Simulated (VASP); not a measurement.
Calculation: optB86b-vdW, VASP's PBE PAW potentials (set 64) (plane waves; VASP).

A VASP calculation is set up with these files.

### KPOINTS
```
Automatic mesh
0
Gamma
9 9 9
0 0 0
```

**INCAR**
```
AGGAC = 0.0
ALGO = Normal
EDIFF = 1E-7
ENCUT = 520
GGA = MK
ISIF = 2
ISMEAR = 1
ISPIN = 2
LASPH = T
LCHARG = F
LMAXMIX = 4
LORBIT = 10
LREAL = F
LUSE_VDW = T
LWAVE = F
MAGMOM = 2.8 0.6 0.6 0.6
NELM = 100
PARAM1 = 0.1234
PARAM2 = 1.0
PREC = Accurate
SIGMA = 0.1
SYSTEM = Ni3Fe
```

**POSCAR**
```
Ni3Fe
3.5122080
  1.0000000195   0.0000000000   0.0000000000
  0.0000000000   1.0000000195   0.0000000000
  0.0000000000   0.0000000000   1.0000000195
Fe Ni
1 3
Cart
  0.0000000000   0.0000000000   0.0000000000
  0.0000000000   0.5000000098   0.5000000098
  0.5000000098   0.0000000000   0.5000000098
  0.5000000098   0.5000000098   0.0000000000
```

POTCAR, in this order: Fe Ni (PBE.64 set). Program: vasp_std.

What VASP printed:

### OUTCAR
```
 ion  position               nearest neighbor table
   1  0.000  0.000  0.000-   2 2.48   3 2.48   4 2.48   2 2.48   3 2.48   2 2.48   4 2.48   2 2.48
                             3 2.48   4 2.48   3 2.48   4 2.48
   2  0.000  0.500  0.500-   1 2.48   3 2.48   4 2.48   1 2.48   4 2.48   1 2.48   3 2.48   1 2.48
                             3 2.48   4 2.48   4 2.48   3 2.48
   3  0.500  0.000  0.500-   1 2.48   2 2.48   4 2.48   1 2.48   4 2.48   2 2.48   4 2.48   4 2.48
                             1 2.48   2 2.48   1 2.48   2 2.48
   4  0.500  0.500  0.000-   1 2.48   2 2.48   3 2.48   2 2.48   3 2.48   1 2.48   3 2.48   3 2.48
                             1 2.48   2 2.48   2 2.48   1 2.48
  LATTYP: Found a simple cubic cell.
 ALAT       =     3.5122080685
 Subroutine PRICEL returns:
 Original cell was already a primitive cell.
 Subroutine GETGRP returns: Found 48 space group operations
The static configuration has the point symmetry O_h .
The dynamic configuration has the point symmetry O_h .
The overall configuration has the point symmetry O_h .
 Subroutine INISYM returns: Found 48 space group operations
 Subroutine IBZKPT returns following result:
 Found     35 irreducible k-points:

 Following reciprocal coordinates:
            Coordinates               Weight
  0.000000  0.000000  0.000000      1.000000
  0.111111  0.000000  0.000000      6.000000
...
```

OSZICAR:
```
       N       E                     dE             d eps       ncg     rms          rms(c)
DAV:   1     0.254276792513E+03    0.25428E+03   -0.17365E+04  3572   0.213E+03
DAV:   2    -0.446122553664E+01   -0.25874E+03   -0.25029E+03  3540   0.376E+02
DAV:   3    -0.188509627996E+02   -0.14390E+02   -0.13623E+02  3665   0.122E+02
DAV:   4    -0.190658112022E+02   -0.21485E+00   -0.21294E+00  3706   0.155E+01
DAV:   5    -0.190716655108E+02   -0.58543E-02   -0.58535E-02  5005   0.211E+00    0.210E+01
DAV:   6    -0.164546624262E+02    0.26170E+01   -0.41312E+01  3622   0.101E+02    0.211E+01
DAV:   7    -0.196606017791E+02   -0.32059E+01   -0.25003E+01  4106   0.130E+02    0.272E+01
DAV:   8    -0.148055002339E+02    0.48551E+01   -0.17747E+01  4236   0.582E+01    0.610E+00
DAV:   9    -0.149653512417E+02   -0.15985E+00   -0.74033E-01  3896   0.112E+01    0.351E+00
DAV:  10    -0.149325950462E+02    0.32756E-01   -0.13667E-01  5030   0.907E+00    0.159E+00
DAV:  11    -0.149278673713E+02    0.47277E-02   -0.44105E-02  5229   0.305E+00    0.112E+00
DAV:  12    -0.149302333059E+02   -0.23659E-02   -0.72562E-03  4017   0.215E+00    0.316E-01
DAV:  13    -0.149303507080E+02   -0.11740E-03   -0.22474E-03  4999   0.749E-01    0.850E-02
DAV:  14    -0.149304164747E+02   -0.65767E-04   -0.24778E-04  4274   0.170E-01    0.119E-01
DAV:  15    -0.149304083554E+02    0.81193E-05   -0.89753E-05  4197   0.272E-01    0.217E-02
DAV:  16    -0.149304117067E+02   -0.33512E-05   -0.17535E-05  4304   0.439E-02    0.224E-02
DAV:  17    -0.149304104832E+02    0.12235E-05   -0.32839E-06  4664   0.474E-02    0.235E-03
DAV:  18    -0.149304105551E+02   -0.71886E-07   -0.56351E-07  3113   0.843E-03
   1 F= -.14930411E+02 E0= -.14930613E+02  d E =0.608560E-03  mag=     4.5001
```

OUTCAR:
```
------------------------ aborting loop because EDIFF is reached ----------------------------------------
  FORCE on cell =-STRESS in cart. coord.  units (eV):
  Direction    XX          YY          ZZ          XY          YZ          ZX
  --------------------------------------------------------------------------------------
  Total       -0.0645542     -0.0645542     -0.0645542      0.0000000      0.0000000      0.0000000
  in kB       -2.3872292     -2.3872292     -2.3872292      0.0000000      0.0000000      0.0000000
  external PRESSURE =      -2.3872292 kB  Pullay stress =       0.0000000 kB
  volume of cell :       43.33
      direct lattice vectors                 reciprocal lattice vectors
     3.512208069  0.000000000  0.000000000     0.284721173  0.000000000  0.000000000
     0.000000000  3.512208069  0.000000000     0.000000000  0.284721173  0.000000000
     0.000000000  0.000000000  3.512208069     0.000000000  0.000000000  0.284721173
 POSITION                                       TOTAL-FORCE (eV/Angst)
 -----------------------------------------------------------------------------------
      0.00000      0.00000      0.00000         0.000000      0.000000      0.000000
      0.00000      1.75610      1.75610         0.000000      0.000000      0.000000
      1.75610      0.00000      1.75610         0.000000      0.000000      0.000000
      1.75610      1.75610      0.00000         0.000000      0.000000      0.000000
 -----------------------------------------------------------------------------------
    total drift:                                0.000000      0.000000      0.000000
  FREE ENERGIE OF THE ION-ELECTRON SYSTEM (eV)
  ---------------------------------------------------
  free  energy   TOTEN  =       -14.9304105551 eV

  energy  without entropy=      -14.9310191155  energy(sigma->0) =      -14.93061341

 total charge

# of ion       s       p       d       tot
------------------------------------------
    1        0.484   0.517   6.157   7.157
    2        0.516   0.529   8.356   9.401
    3        0.516   0.529   8.356   9.401
    4        0.516   0.529   8.356   9.401
--------------------------------------------------
tot          2.031   2.103  31.226  35.360

 magnetization (x)

# of ion       s       p       d       tot
------------------------------------------
    1        0.008  -0.001   2.804   2.811
    2       -0.016  -0.043   0.622   0.564
    3       -0.016  -0.043   0.622   0.564
    4       -0.016  -0.043   0.622   0.564
--------------------------------------------------
tot         -0.040  -0.128   4.671   4.503
```
(Selected blocks of OUTCAR.)

The compound is Ni3Fe in the L1_2 structure. It was relaxed first.
